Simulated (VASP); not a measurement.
Crystal: PtS2.

```
Pt S
1.0
     3.54320    0.00000    0.00000
    -1.77160    3.06850    0.00000
     0.00000    0.00000    5.03880
Pt S
1 2
Direct
  0.00000 0.00000 0.00000
  0.33333 0.66667 0.22700
  0.66667 0.33333 0.77300
```

| Quantity | Value |
| --- | --- |
| Program | VASP 6.6.1 |
| Task | relaxation of cell and atoms |
| Functional | rev-vdW-DF2 |
| Potentials or basis | VASP PAW PBE potentials, release 64 (Pt, S) |
| Cutoff | 600 eV |
| k mesh | 9 × 9 × 5 |
| Occupations | gaussian, width 0.03 eV |
| Spin | no spin polarisation |

At the start: pressure 9.8 GPa; volume 18.26 Å³/atom.

**Question.** Where does the relaxation end?

**Answer.** Over 20 steps the energy falls by 50.7 meV/atom and the volume is 18.17 Å³/atom (-0.5 %); space group P-3m1 (No. 164, to 0.05 Å).

The path:
```
step  energy change (eV)  largest force (eV/Å)  pressure (GPa)  volume (Å³)
   1              0.0000                1.4232            9.80        54.78
   2              0.2167                1.1498          -12.93        64.12
   3             -0.1255                0.2669           -1.02        58.02
   4             -0.1257                0.3028           -0.68        57.90
   5             -0.1374                0.1873           -0.47        57.52
   6             -0.1425                0.0515           -0.21        57.08
   7             -0.1425                0.0426           -0.18        57.06
   8             -0.1436                0.0564           -0.04        56.84
   9             -0.1461                0.0999            0.44        56.20
  10             -0.1476                0.1865            1.51        54.92
  11             -0.1478                0.1832            1.52        54.90
  12             -0.1482                0.1760            1.47        54.84
  13             -0.1490                0.1620            1.35        54.73
  14             -0.1502                0.1346            1.15        54.50
  15             -0.1513                0.0809            0.77        54.05
  16             -0.1513                0.0723            0.74        53.98
  17             -0.1517                0.0589            0.56        54.10
  18             -0.1522                0.0157            0.04        54.45
  19             -0.1522                0.0086           -0.06        54.51
  20             -0.1522                0.0098           -0.03        54.50
```

Final structure:
```
Pt S
1.0
     3.58862    0.00000    0.00000
    -1.79431    3.10784    0.00000
     0.00000    0.00000    4.88698
Pt S
1 2
Cartesian
  0.0000 0.0000 0.0000
  0.0000 2.0719 1.2195
  1.7943 1.0359 3.6675
```

Caveat: the PAW data sets were made with another functional, which shifts forces and pressure a little.
